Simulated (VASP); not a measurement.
An input for Ansatz (written as the equivalent of a VASP run, and not itself run):

Ansatz 0.2 input:
```yaml
crystal:
  lattice:
    - [0.0000000, 2.8187259, 2.8187259]
    - [2.8187259, 0.0000000, 2.8187259]
    - [2.8187259, 2.8187259, 0.0000000]
  atoms:
    - { symbol: Al, position: [0.0000000, 0.0000000, 0.0000000] }
    - { symbol: As, position: [0.7500000, 0.7500000, 0.7500000] }
kpoints:
  mp_grid: { grid: [7, 7, 7] }
hamiltonian:
  xc: lda
  pseudopotentials: { kind: paw }
scf:
  occupations: { method: gaussian, width: 0.05 }
  max_iter: 100
relax:
  max_steps: 60
  f_tol: 0.01
  cell: {}
output: { forces: true, stress: true, eigenvalues: true }
```

Problem. Write the VASP files for the same calculation (LDA).

Solution. Several could match; the one computed here: 
### INCAR
```
ALGO  =  Normal
EDIFF  =  1E-6
EDIFFG  =  -0.01
ENCUT  =  400
IBRION  =  2
ISIF  =  3
ISMEAR  =  0
LASPH  =  .TRUE.
LCHARG  =  .FALSE.
LMAXMIX  =  4
LREAL  =  .FALSE.
LWAVE  =  .FALSE.
NELM  =  100
NSW  =  60
PREC  =  Accurate
SIGMA  =  0.05
SYSTEM  =  AlAs
```

KPOINTS:
```
Automatic mesh
0
Gamma
7 7 7
0 0 0
```

**POSCAR**
```
AlAs
1.0
  0.0000000000   2.8187259082   2.8187259082
  2.8187259082   0.0000000000   2.8187259082
  2.8187259082   2.8187259082   0.0000000000
Al As
1 1
direct
  0.0000000000   0.0000000000   0.0000000000
  0.7500000000   0.7500000000   0.7500000000
```

POTCAR, in this order: Al As (LDA.64 set). Program: vasp_std.

The two are equivalent in intent, not identical: each code has its own PAW files, so the cut-off isn't converted (ENCUT is set for VASP's; basis.ecutwfc is left out, and Ansatz then takes the one that its files recommend); Ansatz stops its SCF on the density residual and VASP on the energy change (EDIFF); Ansatz's lda is the Perdew-Wang form, while the LDA potentials of VASP carry Perdew-Zunger's.

The structure comes from a computed database's AlAs entry (F-43m); how it stands against other phases isn't given here. It was relaxed first. The start is the result of an earlier pass.
